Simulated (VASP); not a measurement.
An input for Ansatz (written as the equivalent of a VASP run, and not itself run):

Ansatz 0.2 input:
```yaml
crystal:
  lattice:
    - [0.0000000, 2.8518915, 2.8518915]
    - [2.8518915, 0.0000000, 2.8518915]
    - [2.8518915, 2.8518915, 0.0000000]
  atoms:
    - { symbol: Li, position: [0.2500000, 0.2500000, 0.2500000] }
    - { symbol: Li, position: [0.7500000, 0.7500000, 0.7500000] }
    - { symbol: S, position: [1.0000000, 0.0000000, 1.0000000] }
kpoints:
  mp_grid: { grid: [7, 7, 7] }
hamiltonian:
  xc: pbe
  pseudopotentials: { kind: paw }
scf:
  occupations: { method: gaussian, width: 0.05 }
  max_iter: 100
relax:
  max_steps: 40
  f_tol: 0.02
  cell: {}
output: { forces: true, stress: true, eigenvalues: true }
```

Question: Write the VASP files for the same calculation (PBE).

Answer: One answer among several that fit: 
File POSCAR:
```
Li2S
1.0
  0.0000000000   2.8518914628   2.8518914628
  2.8518914628   0.0000000000   2.8518914628
  2.8518914628   2.8518914628   0.0000000000
Li S
2 1
Direct
  0.2500000000   0.2500000000   0.2500000000
  0.7500000000   0.7500000000   0.7500000000
  1.0000000000   0.0000000000   1.0000000000
```

KPOINTS:
```
Automatic mesh
0
Gamma
7 7 7
0 0 0
```

**INCAR**
```
! general
SYSTEM = Li2S
PREC   = Accurate
ENCUT  = 620
LREAL  = .FALSE.
LASPH  = .TRUE.   ! aspherical one-centre terms

! electronic loop
EDIFF  = 1E-6   ! SCF stop (eV)
NELM   = 100
ALGO   = Normal   ! blocked Davidson

! smearing
ISMEAR = 0   ! Gaussian
SIGMA  = 0.05   ! width (eV)

! functional
GGA    = PE

! ions
IBRION = 2
NSW    = 40   ! most ionic steps
ISIF   = 3   ! ions, shape and volume
EDIFFG = -0.02   ! ionic stop

! output
LWAVE  = .FALSE.
LCHARG = .FALSE.
```

POTCAR, in this order: Li_sv S (PBE.64 set). Program: vasp_std.

Limits of the translation: each code has its own PAW files, so the cut-off isn't converted (ENCUT is set for VASP's; basis.ecutwfc is left out, and Ansatz then takes the one that its files recommend); Ansatz stops its SCF on the density residual and VASP on the energy change (EDIFF).

The compound is Li2S in the antifluorite structure. It was relaxed first.
